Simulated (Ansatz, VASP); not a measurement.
**GaN: VASP beside Ansatz**

Wanted: the spread between two codes on one cell, functional and k mesh. The cell is taken from a series of runs on this material, whose earlier steps may have relaxed, scaled, displaced or heated it; both programs get it as it stands.

Calculated with Ansatz 0.2.0; plane waves, with VASP 6.6.1 beside it; zone-centre phonons at LDA.

**1. Starting point**

Symmetry: F-43m, No. 216, cubic system. The conventional cell has a = 4.453 Å, b = 4.453 Å, c = 4.453 Å, α = 90.00°, β = 90.00°, γ = 90.00°. Ga has 4 N at 1.93 Å nearest. Nearest to N lie 4 Ga at 1.93 Å. Farther neighbours and most contacts between anions are not listed.

**2. VASP: zone-centre phonons, LDA**

Second derivatives magnify differences that forces hide, and they need a tight electronic threshold.

Lines of VASP's logs that name or quote its potential files are left out, and so is its time.

File INCAR:

```
SYSTEM = GaN
PREC = Accurate
ENCUT = 600
EDIFF = 1E-08
NELM = 120
ISMEAR = 0
SIGMA = 0.01
LREAL = .FALSE.
ALGO = Normal
GGA = CA
NBANDS = 15
LORBIT = 11
LWAVE = .FALSE.
LCHARG = .FALSE.
ISIF = 2
IBRION = 8
LEPSILON = .TRUE.
LASPH = .TRUE.
GGA_COMPAT = .FALSE.
EFERMI = MIDGAP
KPAR = 2
```

File POSCAR:

```
GaN
1.0
    0.0000000000      2.2265199940      2.2265199940
    2.2265199940      0.0000000000      2.2265199940
    2.2265199940      2.2265199940      0.0000000000
Ga N
1 1
Direct
    0.0000000000      0.0000000000      0.0000000000
    0.7500000000      0.7500000000      0.7500000000
```

File KPOINTS:

```
Automatic mesh
0
Gamma
10 10 10
0 0 0
```

PAW data sets: Ga_d and N (LDA family, release 64).

Command:

```console
mpirun -np 2 vasp_std
```

What it wrote:

```text
[banner, memory and clock lines left out]
running    2 mpi-ranks, on    1 nodes
 distrk:  each k-point on    1 cores,    2 groups
 distr:  one band on    1 cores,    1 groups

 POSCAR found type information on POSCAR GaN
 POSCAR found :  2 types and       2 ions
 LDA part: xc-table for (Slater(with rela. corr.)+CA(PZ))
 , standard interpolation
 POSCAR, INCAR and KPOINTS ok, starting setup
 FFT: planning ... GRIDC
 FFT: planning ... GRID_SOFT
 FFT: planning ... GRID
 WAVECAR not read
 entering main loop
       N       E                     dE             d eps       ncg     rms          rms(c)
DAV:   1     0.888565864673E+02    0.88857E+02   -0.10096E+04  1562   0.237E+03
DAV:   2    -0.962285779225E+01   -0.98479E+02   -0.91810E+02  1641   0.366E+02
DAV:   3    -0.159528673654E+02   -0.63300E+01   -0.62969E+01  1536   0.778E+01
DAV:   4    -0.160252878454E+02   -0.72420E-01   -0.72403E-01  1824   0.887E+00
DAV:   5    -0.160261631147E+02   -0.87527E-03   -0.87526E-03  1601   0.940E-01    0.762E+00
DAV:   6    -0.139994814231E+02    0.20267E+01   -0.52223E+00  2101   0.442E+01    0.266E+00
DAV:   7    -0.139719273171E+02    0.27554E-01   -0.26623E-01  1613   0.644E+00    0.168E+00
DAV:   8    -0.139470511163E+02    0.24876E-01   -0.69291E-02  1634   0.299E+00    0.688E-01
DAV:   9    -0.139438149880E+02    0.32361E-02   -0.12473E-02  1951   0.251E+00    0.196E-01
DAV:  10    -0.139438712985E+02   -0.56311E-04   -0.15858E-03  1747   0.587E-01    0.783E-02
DAV:  11    -0.139438031969E+02    0.68102E-04   -0.22706E-04  2191   0.280E-01    0.105E-02
DAV:  12    -0.139438051840E+02   -0.19872E-05   -0.18043E-05  1529   0.486E-02    0.122E-03
DAV:  13    -0.139438051682E+02    0.15809E-07   -0.59012E-07  2256   0.149E-02    0.110E-03
DAV:  14    -0.139438051708E+02   -0.26175E-08   -0.31492E-08  1498   0.180E-03
   1 F= -.13943805E+02 E0= -.13943805E+02  d E =0.000000E+00
 Linear response reoptimize wavefunctions to high precision
DAV:   1    -0.139438051706E+02    0.27921E-09   -0.14438E-09  1328   0.468E-04
DAV:   2    -0.139438051707E+02   -0.86857E-10   -0.41246E-10   894   0.194E-04
 Linear response G [H, r] |phi>, progress :
  Direction:   1
       N       E                     dE             d eps       ncg     rms
 LRF_COMMUTATOR internal error: the vector H(1)-e(1) S(1) |phi(0)> is not orthog
 onal to |phi(0)> (1.084653423405538E-004,-2.151057110211241E-015)
RMM:   1    -0.456083241920E+02   -0.45608E+02   -0.48053E+00  1730   0.275E+02
 LRF_COMMUTATOR internal error: the vector H(1)-e(1) S(1) |phi(0)> is not orthog
 onal to |phi(0)> (1.084653423405538E-004,-2.151057110211241E-015)
RMM:   2    -0.535160391377E+02   -0.79077E+01   -0.12428E+02  2726   0.591E+01
 LRF_COMMUTATOR internal error: the vector H(1)-e(1) S(1) |phi(0)> is not orthog
 onal to |phi(0)> (1.084653423405538E-004,-2.151057110211241E-015)
RMM:   3    -0.498291235781E+02    0.36869E+01   -0.52396E+00  2862   0.167E+01
RMM:   4    -0.497283157437E+02    0.10081E+00   -0.44615E-01  3032   0.371E+00
RMM:   5    -0.497067088380E+02    0.21607E-01   -0.17546E-02  3122   0.760E-01
RMM:   6    -0.497068073539E+02   -0.98516E-04   -0.85399E-03  3137   0.230E-01
RMM:   7    -0.497062453759E+02    0.56198E-03   -0.19370E-03  3184   0.697E-02
RMM:   8    -0.497062164459E+02    0.28930E-04   -0.15199E-03  3192   0.228E-02
RMM:   9    -0.497061108705E+02    0.10558E-03   -0.44624E-04  3152   0.789E-03
RMM:  10    -0.497060866035E+02    0.24267E-04   -0.20155E-04  3022   0.364E-03
RMM:  11    -0.497060775654E+02    0.90382E-05   -0.11094E-04  2778   0.228E-03
RMM:  12    -0.497060675967E+02    0.99687E-05   -0.11220E-05  2497   0.180E-03
RMM:  13    -0.497060666313E+02    0.96538E-06   -0.15574E-06  2139   0.168E-03
RMM:  14    -0.497060658276E+02    0.80365E-06    0.65223E-06  1820   0.163E-03
RMM:  15    -0.497060648318E+02    0.99585E-06    0.16508E-05  1640   0.164E-03
 Linear response G [H, r] |phi>, progress :
  Direction:   2
       N       E                     dE             d eps       ncg     rms
RMM:   1    -0.458540477937E+02   -0.45854E+02   -0.31297E+01  1714   0.272E+02
RMM:   2    -0.492988505244E+02   -0.34448E+01   -0.70825E+01  2726   0.588E+01
RMM:   3    -0.502785066546E+02   -0.97966E+00   -0.36612E+00  2860   0.168E+01
RMM:   4    -0.503059282725E+02   -0.27422E-01   -0.25078E-01  3023   0.361E+00
RMM:   5    -0.503016979791E+02    0.42303E-02   -0.70868E-03  3101   0.753E-01
RMM:   6    -0.503023333449E+02   -0.63537E-03   -0.37336E-03  3113   0.228E-01
RMM:   7    -0.503020445691E+02    0.28878E-03    0.15727E-04  3155   0.718E-02
RMM:   8    -0.503021104531E+02   -0.65884E-04   -0.36662E-04  3182   0.244E-02
RMM:   9    -0.503020767433E+02    0.33710E-04   -0.76603E-06  3133   0.892E-03
RMM:  10    -0.503020832271E+02   -0.64838E-05   -0.69661E-05  3038   0.400E-03
RMM:  11    -0.503020798226E+02    0.34046E-05   -0.35158E-05  2743   0.242E-03
RMM:  12    -0.503020792451E+02    0.57749E-06   -0.29323E-05  2458   0.180E-03
[...]
RMM:   5    -0.354203533879E+00   -0.13784E-05   -0.70259E-06  2997   0.202E-02
RMM:   6    -0.354203657555E+00   -0.12368E-06   -0.74940E-07  3033   0.628E-03
RMM:   7    -0.354203666569E+00   -0.90136E-08   -0.13198E-07  2951   0.204E-03
RMM:   8    -0.354203665650E+00    0.91887E-09   -0.30997E-08  2551   0.707E-04
[...]
RMM:   9    -0.304956529061E+00   -0.18219E-05    0.15177E-07 10719   0.106E-03    0.130E-04
RMM:  10    -0.304954683462E+00    0.18456E-05    0.99561E-08 10706   0.320E-04    0.274E-05
RMM:  11    -0.304954484818E+00    0.19864E-06    0.50300E-08  7178   0.101E-04    0.138E-05
RMM:  12    -0.304954632112E+00   -0.14729E-06    0.61244E-08  3876   0.604E-05    0.294E-06
 change of polarisation eV/A/(eV/A) component  1 :     0.579     0.124     0.066
 dielectric tensor                  component  1 :     5.747     1.014     0.539
 Linear response to external field, progress :
  Direction:   2
       N       E                     dE             d eps       ncg     rms          rms(c)
RMM:   1    -0.479569307525E-01   -0.47957E-01    0.17134E+00  5574   0.746E+00
RMM:   2    -0.301228476180E+00   -0.25327E+00   -0.29298E-02 10466   0.148E+00    0.835E-01
RMM:   3    -0.296448155545E+00    0.47803E-02   -0.44540E-03 10343   0.557E-01    0.477E-01
RMM:   4    -0.304553396108E+00   -0.81052E-02   -0.42345E-03 10428   0.572E-01    0.336E-02
RMM:   5    -0.304680311348E+00   -0.12692E-03   -0.23744E-04 10808   0.137E-01    0.285E-02
RMM:   6    -0.304726435558E+00   -0.46124E-04   -0.14302E-05 10634   0.364E-02    0.122E-02
RMM:   7    -0.304958147310E+00   -0.23171E-03   -0.19814E-06 10424   0.153E-02    0.162E-03
RMM:   8    -0.304954611204E+00    0.35361E-05    0.40280E-07 10872   0.445E-03    0.359E-04
RMM:   9    -0.304956532532E+00   -0.19213E-05    0.18571E-07 10712   0.104E-03    0.125E-04
RMM:  10    -0.304954672327E+00    0.18602E-05    0.10081E-07 10703   0.318E-04    0.277E-05
RMM:  11    -0.304954505494E+00    0.16683E-06    0.18160E-08  7121   0.999E-05    0.133E-05
RMM:  12    -0.304954643258E+00   -0.13776E-06    0.30984E-08  3834   0.610E-05    0.264E-06
 change of polarisation eV/A/(eV/A) component  2 :     0.108     0.579     0.062
 dielectric tensor                  component  2 :     0.886     5.747     0.509
 Linear response to external field, progress :
  Direction:   3
       N       E                     dE             d eps       ncg     rms          rms(c)
RMM:   1    -0.482619803206E-01   -0.48262E-01    0.17104E+00  5573   0.746E+00
RMM:   2    -0.301235790870E+00   -0.25297E+00   -0.29233E-02 10459   0.148E+00    0.835E-01
RMM:   3    -0.296447983681E+00    0.47878E-02   -0.44521E-03 10348   0.557E-01    0.477E-01
RMM:   4    -0.304552044480E+00   -0.81041E-02   -0.42164E-03 10431   0.572E-01    0.336E-02
RMM:   5    -0.304680691629E+00   -0.12865E-03   -0.23678E-04 10804   0.137E-01    0.285E-02
RMM:   6    -0.304725007184E+00   -0.44316E-04   -0.13437E-05 10633   0.364E-02    0.122E-02
RMM:   7    -0.304958222165E+00   -0.23321E-03   -0.16297E-06 10437   0.154E-02    0.163E-03
RMM:   8    -0.304954727627E+00    0.34945E-05    0.48909E-07 10865   0.447E-03    0.361E-04
RMM:   9    -0.304956636800E+00   -0.19092E-05    0.20313E-07 10702   0.106E-03    0.128E-04
RMM:  10    -0.304954780829E+00    0.18560E-05    0.10938E-07 10713   0.320E-04    0.275E-05
RMM:  11    -0.304954581126E+00    0.19970E-06    0.54987E-08  7161   0.100E-04    0.136E-05
RMM:  12    -0.304954722906E+00   -0.14178E-06    0.70191E-08  3850   0.605E-05    0.274E-06
 change of polarisation eV/A/(eV/A) component  3 :     0.086     0.103     0.579
 dielectric tensor                  component  3 :     0.707     0.845     5.747
 Linear response DOF=           2
 Linear response progress:
  Degree of freedom:   1/  2
       N       E                     dE             d eps       ncg     rms          rms(c)
RMM:   1    -0.163206640386E+00   -0.16321E+00    0.27473E-01  6536   0.922E+00
RMM:   2    -0.161092189556E+00    0.21145E-02   -0.33819E-02  9915   0.166E+00    0.560E-02
RMM:   3    -0.161278756755E+00   -0.18657E-03   -0.25338E-03 10064   0.397E-01    0.338E-02
RMM:   4    -0.160906482299E+00    0.37227E-03   -0.16681E-04 10531   0.110E-01    0.361E-03
RMM:   5    -0.160918492102E+00   -0.12010E-04   -0.31505E-05 10905   0.311E-02    0.215E-03
RMM:   6    -0.160912319285E+00    0.61728E-05   -0.11793E-05 10857   0.988E-03    0.327E-04
RMM:   7    -0.160911983477E+00    0.33581E-06   -0.43266E-06 11055   0.339E-03    0.205E-04
RMM:   8    -0.160911941052E+00    0.42425E-07   -0.25173E-06 10919   0.121E-03    0.320E-05
RMM:   9    -0.160911729769E+00    0.21128E-06   -0.79979E-07 11002   0.479E-04    0.115E-05
RMM:  10    -0.160911693950E+00    0.35818E-07   -0.12906E-06 10887   0.220E-04    0.259E-06
RMM:  11    -0.160911595607E+00    0.98343E-07   -0.48492E-07 11106   0.121E-04    0.110E-06
RMM:  12    -0.160911610403E+00   -0.14796E-07   -0.65063E-07 10896   0.849E-05    0.388E-07
RMM:  13    -0.160911546447E+00    0.63956E-07   -0.46270E-09  9621   0.685E-05    0.134E-07
RMM:  14    -0.160911563871E+00   -0.17425E-07   -0.15771E-07  7571   0.613E-05    0.770E-08
 first order change of Fermi-energy  -0.65011E+00
 force on displaced ion       1 direction 1 : -13.375   0.000   0.000
 Born effective charge ion    1 direction 1 :   2.623   0.000   0.000
 Linear response progress:
  Degree of freedom:   2/  2
       N       E                     dE             d eps       ncg     rms          rms(c)
RMM:   1    -0.236689443373E+00   -0.23669E+00    0.86891E-02 11863   0.405E+00
RMM:   2    -0.227241447413E+00    0.94480E-02   -0.88900E-03  8885   0.104E+00    0.144E-01
RMM:   3    -0.228313777952E+00   -0.10723E-02   -0.15537E-03  9810   0.337E-01    0.705E-02
RMM:   4    -0.229528600484E+00   -0.12148E-02   -0.35906E-04  9736   0.133E-01    0.177E-02
RMM:   5    -0.229613736286E+00   -0.85136E-04   -0.13249E-05 10086   0.311E-02    0.276E-03
RMM:   6    -0.229559852466E+00    0.53884E-04   -0.11131E-06  9810   0.814E-03    0.123E-03
RMM:   7    -0.229553872447E+00    0.59800E-05   -0.22563E-08 10337   0.197E-03    0.234E-04
RMM:   8    -0.229551674646E+00    0.21978E-05    0.10538E-09 10175   0.541E-04    0.272E-05
RMM:   9    -0.229551378876E+00    0.29577E-06    0.37739E-10 10311   0.177E-04    0.117E-05
RMM:  10    -0.229551490554E+00   -0.11168E-06   -0.10049E-09 10200   0.883E-05    0.175E-06
RMM:  11    -0.229551504803E+00   -0.14249E-07   -0.57446E-10 10213   0.571E-05    0.536E-07
RMM:  12    -0.229551499548E+00    0.52556E-08   -0.18875E-09  9486   0.479E-05    0.118E-07
 first order change of Fermi-energy   0.65048E+00
 force on displaced ion       2 direction 1 : -13.386  -0.000  -0.000
 Born effective charge ion    2 direction 1 :  -2.627   0.000   0.000
 Born effective charges drift removed
 Linear response finished
```

OUTCAR, selected parts (step 2):

```text
ion  position               nearest neighbor table
   1  0.000  0.000  0.000-   2 1.93   2 1.93   2 1.93   2 1.93
   2  0.750  0.750  0.750-   1 1.93   1 1.93   1 1.93   1 1.93

  LATTYP: Found a face centered cubic cell.
 ALAT       =     4.4530399880

 Subroutine GETGRP returns: Found 24 space group operations
 (whereof 24 operations were pure point group operations)

The static configuration has the point symmetry T_d .

 Found     47 irreducible k-points:

   k-points           NKPTS =     47   k-points in BZ     NKDIM =     47   number of bands    NBANDS=     15

   dimension x,y,z NGX =    28 NGY =   28 NGZ =   28
   dimension x,y,z NGXF=    56 NGYF=   56 NGZF=   56

   ENCUT  =  600.0 eV  44.10 Ry    6.64 a.u.   6.29  6.29  6.29*2*pi/ulx,y,z

   NELECT =      18.0000    total number of electrons

 k-points in reciprocal lattice and weights: Automatic mesh
   0.00000000  0.00000000  0.00000000       0.001
   0.10000000  0.00000000  0.00000000       0.008
   0.20000000  0.00000000  0.00000000       0.008
   0.30000000  0.00000000  0.00000000       0.008
   0.40000000  0.00000000  0.00000000       0.008
   0.50000000  0.00000000  0.00000000       0.004
   0.10000000  0.10000000  0.00000000       0.006
   0.20000000  0.10000000  0.00000000       0.024
   0.30000000  0.10000000  0.00000000       0.024
[...]
-0.30000000  0.40000000  0.20000000       0.024
  -0.30000000  0.50000000  0.20000000       0.012

 average (electrostatic) potential at core
       1 -64.3485       2 -61.6205

  Total        0.1831670      0.1831670      0.1831670     -0.0000000     -0.0000000     -0.0000000
  in kB       13.2937637     13.2937637     13.2937637     -0.0000000     -0.0000000     -0.0000000
  external PRESSURE =      13.2937637 kB  Pullay stress =       0.0000000 kB

  energy-cutoff  :      600.00
  volume of cell :       22.08
      direct lattice vectors                 reciprocal lattice vectors
     0.000000000  2.226519994  2.226519994    -0.224565691  0.224565691  0.224565691
     2.226519994  0.000000000  2.226519994     0.224565691 -0.224565691  0.224565691
     2.226519994  2.226519994  0.000000000     0.224565691  0.224565691 -0.224565691

 POSITION                                       TOTAL-FORCE (eV/Angst)
 -----------------------------------------------------------------------------------
      0.00000      0.00000      0.00000         0.000000     -0.000000     -0.000000
      3.33978      3.33978      3.33978        -0.000000      0.000000      0.000000
 -----------------------------------------------------------------------------------
    total drift:                                0.000000      0.000000     -0.000000

 MACROSCOPIC STATIC DIELECTRIC TENSOR (including local field effects in DFT)
 ------------------------------------------------------
           5.747431     0.000000    -0.000000
           0.000000     5.747431     0.000000
          -0.000000    -0.000000     5.747431
 ------------------------------------------------------

 PIEZOELECTRIC TENSOR (including local field effects)  for field in x, y, z        (C/m^2)
          XX          YY          ZZ          XY          YZ          ZX
  --------------------------------------------------------------------------------
  x     0.00000    -0.00000     0.00000     0.00000     1.01418     0.00000
  y    -0.00000    -0.00000     0.00000     0.00000     0.00000     1.01418
  z     0.00000    -0.00000     0.00000     1.01418     0.00000     0.00000

 BORN EFFECTIVE CHARGES (including local field effects) (in |e|, cummulative output)
 ---------------------------------------------------------------------------------
 ion    1
    1     2.62535     0.00000     0.00000
    2     0.00000     2.62535     0.00000
    3     0.00000     0.00000     2.62535
 ion    2
    1    -2.62535     0.00000     0.00000
    2     0.00000    -2.62535     0.00000
    3     0.00000     0.00000    -2.62535

 Eigenvectors and eigenvalues of the dynamical matrix
 ----------------------------------------------------

   1 f  =   16.749687 THz   105.241388 2PiTHz  558.709424 cm-1    69.271109 meV
             X         Y         Z           dx          dy          dz
      0.000000  0.000000  0.000000     0.000000    0.000000   -0.408786
      3.339780  3.339780  3.339780     0.000000   -0.000000    0.912630

   2 f  =   16.749687 THz   105.241388 2PiTHz  558.709424 cm-1    69.271109 meV
             X         Y         Z           dx          dy          dz
      0.000000  0.000000  0.000000     0.000000   -0.408786   -0.000000
      3.339780  3.339780  3.339780    -0.000000    0.912630    0.000000

   3 f  =   16.749687 THz   105.241388 2PiTHz  558.709424 cm-1    69.271109 meV
             X         Y         Z           dx          dy          dz
      0.000000  0.000000  0.000000    -0.408786   -0.000000   -0.000000
      3.339780  3.339780  3.339780     0.912630    0.000000   -0.000000

   4 f/i=    0.002743 THz     0.017232 2PiTHz    0.091481 cm-1     0.011342 meV
             X         Y         Z           dx          dy          dz
      0.000000  0.000000  0.000000    -0.014889    0.551643    0.726886
      3.339780  3.339780  3.339780    -0.006669    0.247092    0.325587

   5 f/i=    0.002743 THz     0.017232 2PiTHz    0.091481 cm-1     0.011342 meV
             X         Y         Z           dx          dy          dz
      0.000000  0.000000  0.000000     0.903978   -0.090258    0.087014
      3.339780  3.339780  3.339780     0.404910   -0.040428    0.038975

   6 f/i=    0.002743 THz     0.017232 2PiTHz    0.091481 cm-1     0.011342 meV
             X         Y         Z           dx          dy          dz
      0.000000  0.000000  0.000000     0.124484    0.721414   -0.544940
      3.339780  3.339780  3.339780     0.055759    0.323136   -0.244090

 MACROSCOPIC STATIC DIELECTRIC TENSOR IONIC CONTRIBUTION
 ------------------------------------------------------
           4.222399    -0.000000     0.000000
          -0.000000     4.222399    -0.000000
           0.000000    -0.000000     4.222399
 ------------------------------------------------------

 ELASTIC MODULI CONTR FROM IONIC RELAXATION (kBar)
 Direction    XX          YY          ZZ          XY          YZ          ZX
 --------------------------------------------------------------------------------
 XX          -0.0000     -0.0000     -0.0000      0.0000      0.0000     -0.0000
 YY          -0.0000     -0.0000     -0.0000      0.0000      0.0000     -0.0000
 ZZ          -0.0000     -0.0000     -0.0000      0.0000      0.0000     -0.0000
 XY           0.0000      0.0000      0.0000   -455.0820     -0.0000     -0.0000
 YZ           0.0000      0.0000      0.0000     -0.0000   -455.0820      0.0000
 ZX          -0.0000     -0.0000     -0.0000     -0.0000      0.0000   -455.0820
 --------------------------------------------------------------------------------

 PIEZOELECTRIC TENSOR IONIC CONTR  for field in x, y, z        (C/m^2)
          XX          YY          ZZ          XY          YZ          ZX
  --------------------------------------------------------------------------------
  x     0.00000     0.00000     0.00000    -0.00000    -1.30436     0.00000
  y    -0.00000    -0.00000    -0.00000    -0.00000     0.00000    -1.30436
  z     0.00000     0.00000     0.00000    -1.30436    -0.00000     0.00000
```

(Part 1 of 2 ends here.)

[Lines on the potential files, build, host, timing and source positions are cut from VASP's logs without a mark.]

[Logs are printed without paths, hosts, clocks, repeated set-up lines and the standing remarks that a program may print on its own settings, such as how far it seeks lower states.]

[Hosts, paths, dates, database ids (printed as entryN), source tags and the programs' standing remarks are cut or masked in the printed files.]
